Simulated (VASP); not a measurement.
**NGeH3: electron localisation function with PBE**

NGeH3, in a box:

```
CELL_PARAMETERS angstrom
11.00000 0.00000 0.00000
0.00000 13.00000 0.00000
0.00000 0.00000 10.00000
ATOMIC_POSITIONS crystal
N 0.49336 0.44394 0.51544
Ge 0.59090 0.55591 0.53168
H 0.51743 0.37472 0.55223
H 0.41146 0.44256 0.47045
H 0.49644 0.62851 0.45457
```

```json
{
  "Program": "VASP 6.6.1",
  "Task": "electron localisation function",
  "Functional": "PBE",
  "Potentials or basis": "VASP PAW PBE potentials, release 64 (N, Ge_d, H)",
  "Cutoff": "520 eV",
  "k mesh": "1 × 1 × 1",
  "Occupations": "gaussian, width 0.01 eV",
  "Spin": "no spin polarisation",
  "Further INCAR settings": "ALGO = Normal; EDIFF = 1e-06"
}
```

* Largest force: 0.414 eV/Å
* Gap between the frontier levels: 3.08 eV

Forces on the atoms (eV/Å):
```
N    0.001  0.058 -0.017
Ge   0.334  0.218  0.112
H    0.092 -0.317  0.130
H   -0.330 -0.024 -0.159
H   -0.097  0.064 -0.065
```

Levels at points of the mesh, in eV from the valence-band top:
| k point | band 9 | band 10 | band 11 | band 12 | band 13 | band 14 |
| --- | --- | --- | --- | --- | --- | --- |
| (0.00, 0.00, 0.00) | -2.86 | -1.24 | 0.00 | 3.08 | 4.62 | 5.36 |

Run time: 79 s on 1 thread of Intel(R) Xeon(R) 6975P-C (Granite Rapids), with other jobs on the host, peak memory 1.1 GiB.
